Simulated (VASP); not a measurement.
CdNiSe3:

```xyz
5
Lattice="4.7674 0.0000 0.0000 0.0000 4.7674 0.0000 0.0000 0.0000 4.7674" Properties=species:S:1:pos:R:3 pbc="T T T"
Cd    2.3837    2.3837    2.3837
Ni    0.0000    0.0000    0.0000
Se    2.3837    0.0000    0.0000
Se    0.0000    2.3837    0.0000
Se    0.0000    0.0000    2.3837
```

The cell was built by a generator and needn't be a form met in nature.

```yaml
Program: VASP 6.6.1
Task: relaxation of cell and atoms
Functional: BLYP
Potentials_or_basis: VASP PAW PBE potentials, release 64 (Cd, Ni, Se)
Cutoff: 600 eV
k_mesh: 5 × 5 × 5
Occupations: fermi-dirac, width 0.05 eV
Spin: collinear spin, ferromagnetic start
Starting_moments: "[0.0, 1.0, 0.0, 0.0, 0.0] μB"
```

At the start: pressure 5.2 GPa; volume 21.67 Å³/atom.

Q: Where does the relaxation end?

A: Over 3 steps the energy falls by 28.1 meV/atom and the volume is 23.53 Å³/atom (+8.6 %); space group Pm-3m (No. 221, to 0.05 Å); moment 0.00 μB per cell.

The path:
```csv
step,energy change (eV),largest force (eV/Å),pressure (GPa),volume (Å³)
1,0.0000,0.0000,5.22,108.35
2,-0.1341,0.0000,-0.89,119.81
3,-0.1403,0.0000,0.03,117.64
```

Final structure:
```xyz
5
Lattice="4.8999 0.0000 0.0000 0.0000 4.8999 0.0000 0.0000 0.0000 4.8999" Properties=species:S:1:pos:R:3 pbc="T T T"
Cd    2.4499    2.4499    2.4499
Ni    0.0000    0.0000    0.0000
Se    2.4499    0.0000    0.0000
Se    0.0000    2.4499    0.0000
Se    0.0000    0.0000    2.4499
```

Caveat: the PAW data sets were made with another functional, which shifts forces and pressure a little.
